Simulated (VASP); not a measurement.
SiF4, 5 atoms in the cell. The cell holds a molecule in a box, 5 atoms: a = 10.000 Å, b = 10.500 Å, c = 11.000 Å, α = 90.00°, β = 90.00°, γ = 90.00°. 

```yaml
Program: VASP 6.6.1
Task: relaxation of the atoms
Functional: PBE
Dispersion: D3(BJ)
Potentials_or_basis: VASP PAW PBE potentials, release 64 (Si, F)
Cutoff: 520 eV
k_mesh: 1 × 1 × 1
Occupations: gaussian, width 0.05 eV
Spin: no spin polarisation
Further_INCAR_settings: ALGO = Fast; EDIFF = 1e-06; IBRION = 2; EDIFFG = -0.005; NSW = 40
```

Potentials or basis: VASP PAW PBE potentials, release 64 (Si, F).

Run with:

```console
$ cat potpaw_PBE.64/Si/POTCAR potpaw_PBE.64/F/POTCAR > POTCAR
$ mpirun -np 1 vasp_std > vasp.out
```

Hardware: 1 thread of Intel(R) Xeon(R) 6975P-C (Granite Rapids), on a shared host.

Problem. Estimate the wall time of this run.

Solution. Run time: 2.2 min on 1 thread of Intel(R) Xeon(R) 6975P-C (Granite Rapids) (shared host), peak memory 1.1 GiB. Counts: scf iterations 37, k points 1, ion steps 3.
